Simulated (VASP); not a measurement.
Given:

```xyz
1
Lattice="-1.5150 1.5150 1.5150 1.5150 -1.5150 1.5150 1.5150 1.5150 -1.5150" Properties=species:S:1:pos:R:3 pbc="T T T"
V      0.0000     0.0000     0.0000
```

Level of theory: PBE GGA, VASP's PBE PAW potentials (set 64) (plane waves; VASP). Numerical set-up: 400 eV cut-off, 15×15×15 Γ-centred mesh, first-order Methfessel-Paxton smearing of 0.10 eV, potentials V_sv.

Energy and stress use the plane-wave basis of the starting cell.

Q: The ions, cell shape and volume are relaxed. Give the cell that the relaxation ends in.

A: 
```xyz
1
Lattice="-1.4944 1.4944 1.4944 1.4944 -1.4944 1.4944 1.4944 1.4944 -1.4944" Properties=species:S:1:pos:R:3 pbc="T T T"
V      0.0000     0.0000     0.0000
```
Space group Im-3m (229), at a tolerance of 0.03 Å.

Q: How do energy and volume change from the first to the last step?

A: The energy (σ→0) changes by -13.5 meV/atom and the volume by -4.0 %, in 3 ionic steps.

```
step  E(σ→0) (eV)  max force (eV/Å)  pressure (GPa)  volume (Å³)
----  -----------  ----------------  --------------  -----------
1         -8.9853             0.000           -7.29        13.91
2         -8.9765             0.000           11.13        12.67
3         -8.9988             0.000           -0.10        13.35
```

The compound is V in the bcc structure. This run relaxes it. Symmetry was kept, so distortions that lower it aren't found. The run is not spin-polarised, so no magnetic state was tried.
